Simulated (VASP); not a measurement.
```yaml
crystal:
  lattice:
    - [0.00000, 2.14341, 2.14341]
    - [2.14341, 0.00000, 2.14341]
    - [2.14341, 2.14341, 0.00000]
  atoms:
    - { symbol: Ti, position: [0.00000, 0.00000, 0.00000] }
    - { symbol: N, position: [0.50000, 0.50000, 0.50000] }
```

Method: TPSS meta-GGA, VASP's PBE PAW potentials (set 64) (plane waves; VASP 6.6.1). Run with 520 eV cut-off, 15×15×15 Γ-centred mesh, first-order Methfessel-Paxton smearing of 0.10 eV, potentials Ti_sv N.

Task: Estimate the energy per atom (σ→0), pressure, band gap (on the k-mesh) with the smallest direct gap where there is one.

Result: 
The band gap (on the k-mesh) is none (metal, semimetal or under 0.01 eV), the energy per atom (σ→0) is -14.362 eV/atom and the pressure is -7.95 GPa.

Only differences to runs with the same potentials and settings are physical.

The compound is TiN in the rock salt structure. This cell is one point of a volume scan, at 1.03 of the reference volume. The electron count is odd and the run is not spin-polarised, which forces a metal.
